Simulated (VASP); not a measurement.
Computed with PBE GGA, VASP's PBE PAW potentials (set 64) (plane waves; VASP).

VASP ran on this input.

### KPOINTS
```
Automatic mesh
0
Gamma
9 9 5
0 0 0
```

**INCAR**
```
# general
SYSTEM   =  ZnS
PREC     =  Normal
ENCUT    =  400
LREAL    =  .False.
LASPH    =  .True.

# electronic loop
EDIFF    =  1E-5
NELM     =  100
NELMIN   =  4
ALGO     =  Fast
LMAXMIX  =  4

# smearing
ISMEAR   =  0
SIGMA    =  0.05

# functional
GGA      =  PE

# ions
IBRION   =  2
NSW      =  20
ISIF     =  2
EDIFFG   =  -0.03

# output
LWAVE    =  .False.
LCHARG   =  .False.
```

**POSCAR**
```
ZnS
1.0
  3.8486018397   0.0000000000   0.0000000000
 -1.9243009198   3.3329869188   0.0000000000
  0.0000000000   0.0000000000   6.3042747432
Zn S
2 2
Cartesian
 -0.0000019243   2.2219923902   0.0000000000
  1.9243028442   1.1109945286   3.1521373716
 -0.0000019243   2.2219923902   2.3641030287
  1.9243028442   1.1109945286   5.5162404003
```

POTCAR, in this order: Zn S (PBE.64 set). Program: vasp_std.

Problem. What does the run give for the energy per atom (σ→0), band gap (on the k-mesh)?

Solution. 
```json
{
  "energy per atom (σ→0)": "-3.423 eV/atom",
  "band gap (on the k-mesh)": "2.08 eV"
}
```

### OSZICAR
```
...
RMM:   8    -0.136969629539E+02   -0.12868E-01   -0.20789E-01  1591   0.353E+00    0.150E+00
RMM:   9    -0.136907261280E+02    0.62368E-02   -0.56663E-02  1584   0.247E+00    0.513E-01
RMM:  10    -0.136906107054E+02    0.11542E-03   -0.17863E-02  1611   0.130E+00    0.183E-01
RMM:  11    -0.136909358872E+02   -0.32518E-03   -0.49945E-03  1854   0.524E-01    0.176E-01
RMM:  12    -0.136909511792E+02   -0.15292E-04   -0.81245E-04  1647   0.236E-01    0.633E-02
RMM:  13    -0.136909633636E+02   -0.12184E-04   -0.13749E-04  1401   0.767E-02    0.794E-02
RMM:  14    -0.136909659025E+02   -0.25389E-05   -0.20939E-05  1049   0.327E-02
   1 F= -.13690966E+02 E0= -.13690966E+02  d E =-.136910E+02
```

The compound is ZnS in the wurtzite structure, the high-temperature form. It was relaxed first.
